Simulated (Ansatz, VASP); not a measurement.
## Si2Ni: VASP beside Ansatz

Aim: how closely do two programs agree when they are given the same cell, functional and k mesh? The cell is a member of a volume series, scaled by 1.04 from a relaxed one, so a pressure remains.

Method: plane waves, with VASP 6.6.1 beside it; zone-centre phonons at LDA, in Ansatz 0.2.0.

### 1. The structure

The structure is cubic, space group Fm-3m (No. 225). Conventional cell: a = 5.421 Å, b = 5.421 Å, c = 5.421 Å, α = 90.00°, β = 90.00°, γ = 90.00°. Nearest to Ni lie 8 Si at 2.35 Å. Nearest to Si lie 4 Ni at 2.35 Å. Farther neighbours are not listed.

### 2. Ansatz: zone-centre phonons, LDA, volume scaled by 1.04

Ansatz runs on its default PAW (the set named soft_2) files.

Second derivatives magnify differences that forces hide, and they need a tight electronic threshold.

File input.yaml:

```yaml
crystal:
  lattice:
    - [0.0, 2.7104966632, 2.7104966632]
    - [2.7104966632, 0.0, 2.7104966632]
    - [2.7104966632, 2.7104966632, 0.0]
  atoms:
    - { symbol: Ni, position: [0.0, 0.0, 0.0] }
    - { symbol: Si, position: [0.25, 0.25, 0.25] }
    - { symbol: Si, position: [0.75, 0.75, 0.75] }
hamiltonian:
  xc: lda
  pseudopotentials: { kind: paw }
magnetization:
  spin_polarized: true
kpoints:
  mp_grid: { grid: [12, 12, 12] }
scf:
  occupations: { method: gaussian, width: 0.05 }
phonons:
  method: dfpt
  qpoints: [[0, 0, 0]]
```

Started as:

```bash
> ansatz run input.yaml --threads 4 --pin off --max-ram 9216MiB --backend cpu --events-out ev --progress --plain --runs-dir out
```

Numbers of over 12 decimals in the logs are rounded to 6 here.

The log of the run:

```text
band count auto-derived: 18 (N_el = 26.0; filled up to band 13; 17 by the electrons, moments and atoms)
zone centre: on kpoints.mp_grid the ground state, and the responses unless they are solved on pairs of k-points, stand on 163 of the mesh's 1728 k-points, reduced under 8 symmetry operations, with k and −k counted as one. Each operation leaves every solved displacement unchanged or reverses it
Engine: ansatz 0.2.0, aarch64-unknown-linux-gnu
Pseudopotentials: kind: paw
Pseudopotential: Ni, paw, valence charge 18, recommended cutoff 420 eV (normal), Ni.paw.azcp
Pseudopotential: Si, paw, valence charge 4, recommended cutoff 420 eV (normal), Si.paw.azcp
Functional definition: SPW92
  exchange = slater_x
  correlation = pw_c
Crystal: 3 atoms, lattice volume = 39.827 Å³
Basis set: ecut = 420 eV, 749 PW (Γ), exchange–correlation on 54×54×54 points (8 copies of the dense FFT grid, shifted against one another)
Bands: 18, of which v1, the nominal top of the filled ones, is band 13 counted from 1 (12 counted from 0)
Symmetry: 48 space group operations
Space group: Fm-3m (ITA 225), of the structure as read, at distance tolerance 3.4e-5 Å
k-points: 72 of 1728
Non-local potential: Ni, projectors of the file, l = 0: 3, l = 1: 2, l = 2: 3, l = 3: 1
Non-local potential: Si, projectors of the file, l = 0: 2, l = 1: 2, l = 2: 2
PAW form: soft (Blöchl's): semilocal exchange-correlation on the pseudo side does not see the compensation charge
PAW frozen core: Ni, regenerated for the run's functional, and the local potential with it (the file was generated under x = pbe(κ = 0.804, μ = 0.219515), c = pbe(β = 0.066725))
PAW frozen core: Si, regenerated for the run's functional, and the local potential with it (the file was generated under x = pbe(κ = 0.804, μ = 0.219515), c = pbe(β = 0.066725))
PAW one-centre angular grid: Ni, 590 points (default); XC on 64 Gauss nodes
PAW one-centre angular grid: Si, 110 points (default); XC on 64 Gauss nodes
Initial density: superposition of atomic densities (chi_scale 0.1, normalization cell, long waves kept (reshape's long-wave potential 0.00 eV rms))
Initial wavefunctions: pseudopotential atomic-orbital guess
Functional: x = slater, c = lda
SCF 1 converged in 14 iterations: F = -6992.046862 eV  dr2 = 2.07e-10
  greatest PAW one-centre occupation: 1.001 electrons in one spin orbital (limit 2), on the Ni atom at site 0 (counted from 0), in its partial waves of l = 1
the input gives no starting moments: this run first made a single point of its starting geometry. This run's own SCFs start from that state's density, with no starting moments from it.
k-points: 163 of 1728 (irreducible under 8 space group operations, time reversal used)
Initial density: read from a saved state, or passed on in memory by an earlier SCF of this step, an earlier step, the calling program or the single point that the run made first
Stability of the state it starts from, as read at its close in the collinear treatment: not read negative (Ritz values of 1 − χ₀K, real part plus size of imaginary part, from 0.81 to 0.96, by its mixing steps under the symmetry group of the SCF that read it); nothing settles its magnetic order
iter 1 solved again at ethr=4.48e-7 eV; its pass at ethr=3.10e-3 eV (dr2=1.16e-4 eV) is discarded
SCF iter   1: F=—  HF=-6992.046867 eV  |F-HF|=—  |Δ(HF+E_count)|=         —  Δρ=8.77e-7 (↑8.77e-7 ↓8.77e-7)  dr2=5.23e-10  dr2_m=0.00e0  M=0.000 μB ∫|m|=0.000 μB  β_m=0.30  ethr=4.48e-7  ⟨swp⟩=3.0  Hψ=22070  notcnv=0
eigensolver tolerance schedule: the retry pair's looser diagonalisation over-reported the residual by 222814.29 of it (diagonalisation noise at an unbounded share of the residual, at the tolerance the schedule requests for it); recorded, not acted on — ethr = c·dr2/N_el stays at c = 1.0e-1
preconditioner: auto → Kerker (q_TF=auto, 2.541 Å⁻¹)  [metal: Δε(μ)=0.024 eV  Ē_g=8.831 eV  σ=0.050 eV  W_gap=0.26  n_scr=14 (ndim 8)  ℏωp=25.0 eV  f_vac=0.001  D(μ)=1.18/eV (n_scr^D=8)]
spin=Collinear: Kerker preconditioning applied to the charge; magnetization (m = ρ↑ − ρ↓) channel mixes plain (no charge-response kernel on spin).
SCF iter   2: F=—  HF=-6992.046862 eV  |F-HF|=—  |Δ(HF+E_count)|=   4.43e-6  Δρ=9.35e-7 (↑9.35e-7 ↓9.35e-7)  dr2=1.01e-9  dr2_m=0.00e0  M=0.000 μB ∫|m|=0.000 μB  β_m=0.30  ethr=2.01e-12  ⟨swp⟩=3.7  Hψ=7546  notcnv=0
SCF iter   3: F=—  HF=-6992.046862 eV  |F-HF|=—  |Δ(HF+E_count)|=  8.00e-11  Δρ=3.28e-7 (↑3.28e-7 ↓3.28e-7)  dr2=1.32e-10  dr2_m=0.00e0  M=0.000 μB ∫|m|=0.000 μB  β_m=0.65  ethr=2.01e-12  ⟨swp⟩=2.1  Hψ=3308  notcnv=0
SCF iter   4: F=—  HF=-6992.046862 eV  |F-HF|=—  |Δ(HF+E_count)|=  2.73e-12  Δρ=3.10e-7 (↑3.10e-7 ↓3.10e-7)  dr2=8.39e-11  dr2_m=0.00e0  M=0.000 μB ∫|m|=0.000 μB  β_m=0.63  ethr=1.00e-12  ⟨swp⟩=2.1  Hψ=3391  notcnv=0
SCF iter   5: F=—  HF=-6992.046862 eV  |F-HF|=—  |Δ(HF+E_count)|=  5.46e-12  Δρ=1.88e-7 (↑1.88e-7 ↓1.88e-7)  dr2=3.17e-11  dr2_m=0.00e0  M=0.000 μB ∫|m|=0.000 μB  β_m=0.81  ethr=1.00e-12  ⟨swp⟩=1.0  Hψ=2934  notcnv=0
SCF iter   6: F=-6992.046862 eV  HF=-6992.046862 eV  |F-HF|=9.09e-13  |Δ(HF+E_count)|=  8.19e-12  Δρ=3.45e-8 (↑3.45e-8 ↓3.45e-8)  dr2=1.11e-12  dr2_m=0.00e0  M=0.000 μB ∫|m|=0.000 μB  ethr=1.00e-12  ⟨swp⟩=4.0  Hψ=11599  notcnv=0
SCF 2 converged in 6 iterations: F = -6992.046862 eV  dr2 = 1.11e-12
DFPT response loops at Γ: preconditioner auto → Kerker (q_TF=auto, 2.541 Å⁻¹) (partly filled bands, converged f_vac=0.001); β = 1.00, the filter's whole step (`scf.mixing.beta` (0.30) is not read by the response loops under this deck's `scf.mixing.preconditioner`; to damp them name `kerker` or `kerker_dos`, under which they read `scf.mixing.beta`, and type it under 1.00, their step now; both keys bind the ground state too); Broyden in place of MSR1
SCF converged after 6 iterations
Magnetization: 0.0000 μB (13.0000 up, 13.0000 down)
Absolute magnetization: 0.0000 μB (∫|ρ↑−ρ↓|)
Spin contamination: 0.0000 ħ² per cell (⟨S²⟩ above its minimum at these occupations)
Per-site moments (μB) at R_I (Å): [(0.0, 0.968286), (0.0, 0.968286), (0.0, 0.968286)]
Free energy (F): -6992.046862 eV
Harris-Foulkes:  -6992.046862 eV  (|F-HF|=9.09e-13)
Internal energy: -6992.045393 eV  (E = F + TS)
E sigma→0 (E₀):  -6992.046128 eV
Entropy (-TS):   -0.001470 eV (-0.490 meV/atom)
Fermi energy:    12.826171 eV
--- Per-component energies (eV) ---
  E_band       = -350.053860
  E_kinetic    = 371.280907
  E_local      = -4924.462316  (includes V_loc(G=0)·N_el)
  E_nonlocal   = 685.354190
  E_hartree    = 2126.384893
  E_xc         = -198.403526
  E_vxc        = -209.382918  (∫ρ·V_xc dr)
  E_paw        = -2531.945433  (= ΣΔE_a)
  E_vpaw       = -525.613891  (= ΣTr[D̂ρ^β])
  E_aug_tail   = 0.000467  (compensation charges beyond the density's cutoff)
  E_ewald      = -2520.857356
  E_core_change = 0.602782  (= ΣΔE_core)
  E_smearing   = -0.001470  (= −TS)
  E_closure    = 0.000000  (closes the sum)
  Σ components = -6992.046862   (vs F -6992.046862, Δ=0.00e0)
--- Band table (eV; the first three rows and the last of 326) ---
  k-point 0 ↑: bands = [... 9 lower, 9.3923, 12.3986, 14.5827, 14.5827, 14.5827, 15.1491, 15.1491, 15.1491, ... 1 higher]
  k-point 1 ↑: bands = [... 9 lower, 9.3730, 12.3011, 13.5753, 14.0787, 14.0787, 15.6469, 15.6469, 16.3368, ... 1 higher]
  k-point 2 ↑: bands = [... 9 lower, 9.3315, 11.4304, 13.4127, 13.4127, 13.4494, 15.7791, 15.7791, 16.7423, ... 1 higher]
  k-point 162 ↓: bands = [... 9 lower, 9.1539, 9.2671, 9.7200, 10.4667, 15.0619, 15.0619, 17.5099, 18.0874, ... 1 higher]
--- Phonons (Γ-DFPT): 2 representative perturbations + reference, on 163 of 1728 k-points (Σ response iterations 6) ---
  k mesh reduced under 8 symmetry operations, with k and −k counted as one. Each operation leaves every solved displacement unchanged or reverses it
  ASR residual: 7.698e-5 → 0.000e0 eV/Å²; symmetrization residual: 5.397e-6 eV/Å²
  ASR residual per site (eV/Å²): 7.70e-5 1.73e-5 1.73e-5
  Γ frequencies (cm⁻¹): 0.00 0.00 0.00 285.83 285.83 285.83 309.58 309.58 309.58
  non-analytic LO–TO correction: not included (Born effective charges unavailable; polar crystals: no LO–TO splitting at Γ)
--- Phonons (arbitrary-q DFPT): 1 explicit q-point ---
  q = [0, 0, 0] (of the zone-centre solve; hermiticity 1.25e-6, symmetrization 7.79e-14): -0.00 -0.00 -0.00 285.83 285.83 285.83 309.58 309.58 309.58
  sum rule: each row above includes the acoustic sum rule's correction from the zone centre's row sums; it moved no ω² by more than (0.60 cm⁻¹)²
```

Elapsed: 18 s, on 4 threads of Arm Neoverse V1, shared host; peak memory 0.83 GiB; 68 s of CPU time.

The column dr2 measures how far the density is from self-consistency, as an energy; F and HF (Harris–Foulkes) agree once it is small.

[end of part 1 of 2]

[Lines on the potential files, build, host, timing and source positions are cut from VASP's logs without a mark.]

[Logs are printed without paths, hosts, clocks, repeated set-up lines and the standing remarks that a program may print on its own settings, such as how far it seeks lower states.]

[Hosts, paths, dates, database ids (printed as entryN), source tags and the programs' standing remarks are cut or masked in the printed files.]
